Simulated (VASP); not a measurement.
MnO₂ (rutile) is relaxed at rising pressure, each step from the one before. Symmetry mostly holds the structure type, and other phases were not tried. The mesh follows the cell, and a change of mesh leaves a small step in the series.

Input:

```xyz
6
Lattice="4.3310 0.0000 0.0000 0.0000 4.3310 0.0000 0.0000 0.0000 2.7822" Properties=species:S:1:pos:R:3 pbc="T T T"
Mn     0.0000     0.0000     0.0000
Mn     2.1655     2.1655     1.3911
O      1.3069     1.3069     0.0000
O      3.4723     0.8586     1.3911
O      0.8586     3.4723     1.3911
O      3.0241     3.0241     0.0000
```
Starting moments (μB, in the order of the record's atoms Mn Mn O O O O): 2.1 -2.1 0.0 0.0 0.0 0.0.

All values below come from LDA (Ceperley-Alder, Perdew-Zunger), VASP's LDA PAW potentials (set 64) (plane waves; VASP). Run with 620 eV cut-off, 7×7×11 Γ-centred mesh, first-order Methfessel-Paxton smearing of 0.10 eV, potentials Mn_pv O.

```csv
P (GPa),V (Å³/atom),H − H(0) (eV/atom),space group,gap on the mesh (eV),k-mesh
0,8.70,0.000,P4_2/mnm,0.00,7×7×11
5,(withheld),(withheld),P4_2/mnm,0.00,7×7×11
10,8.41,0.535,P4_2/mnm,0.00,7×7×11
20,8.16,1.053,P4_2/mnm,0.00,7×7×11
30,(withheld),(withheld),P4_2/mnm,0.00,7×7×11
45,7.68,2.290,P4_2/mnm,0.00,8×8×11
```

**Question.** Fill in the missing entries.

**Answer.** 
- 5, V (Å³/atom): 8.55
- 5, H − H(0) (eV/atom): 0.270
- 30, V (Å³/atom): 7.95
- 30, H − H(0) (eV/atom): 1.557

Pressures at which the relaxation failed are left out.

The compound is MnO2 in the rutile structure. The spin order is the one that the start imposed; others were not tried in this run.
